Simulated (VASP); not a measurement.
An input for Quantum ESPRESSO's pw.x (written as the equivalent of a VASP run, and not itself run):

```
&CONTROL
  calculation = 'scf'
  pseudo_dir = './pseudo'
  outdir = './out'
  tprnfor = .true.
  tstress = .true.
/
&SYSTEM
  ibrav = 0
  nat = 2
  ntyp = 2
  ecutwfc = 84
  occupations = 'smearing'
  smearing = 'gaussian'
  degauss = 0.003675
  input_dft = 'pbe'
/
&ELECTRONS
  conv_thr = 7.3e-08
  electron_maxstep = 100
/
ATOMIC_SPECIES
  B 10.810 B.upf
  N 14.007 N.upf
CELL_PARAMETERS angstrom
     2.5122919   -0.0038577   -0.0014653
    -1.2522942    2.1779045    0.0018726
    -0.6318001   -1.0860892    3.8957683
ATOMIC_POSITIONS crystal
  B    0.9907785  0.9912758  0.9933946
  N    0.6573715  0.3246142  0.9934154
K_POINTS automatic
  11 11 6 0 0 0
```

### Question
Write the VASP files for the same calculation (PBE).

### Answer
Several could match; the one computed here: 
### INCAR
```
! general
SYSTEM=BN
PREC  =Accurate
ENCUT =500
LREAL =F
LASPH =T

! electronic loop
EDIFF =1E-6
NELM  =100
ALGO  =Normal

! smearing
ISMEAR=0
SIGMA =0.05

! functional
GGA   =PE

! output
LWAVE =F
LCHARG=T
```

POSCAR:
```
BN
1.0
  2.5122919170  -0.0038576922  -0.0014653371
 -1.2522941957   2.1779045001   0.0018725819
 -0.6318000924  -1.0860892074   3.8957682727
B N
1 1
Cart
  0.6201291409   1.0761666984   3.8704396576
  0.6173566313  -0.3744948993   3.8697607207
```

### KPOINTS
```
Automatic mesh
0
Gamma
11 11 6
0 0 0
```

POTCAR, in this order: B N (PBE.64 set). Program: vasp_std.

Limits of the translation: the potentials are each code's own (VASP's PAW set, PseudoDojo norm-conserving files in pw.x), so ENCUT and ecutwfc are chosen apart and not converted; conv_thr bounds pw.x's estimated SCF error, while EDIFF bounds the energy change between steps.

The structure comes from a computed database's BN entry; how it stands against other phases isn't given here. It was relaxed first, which changed the volume by +29 %.
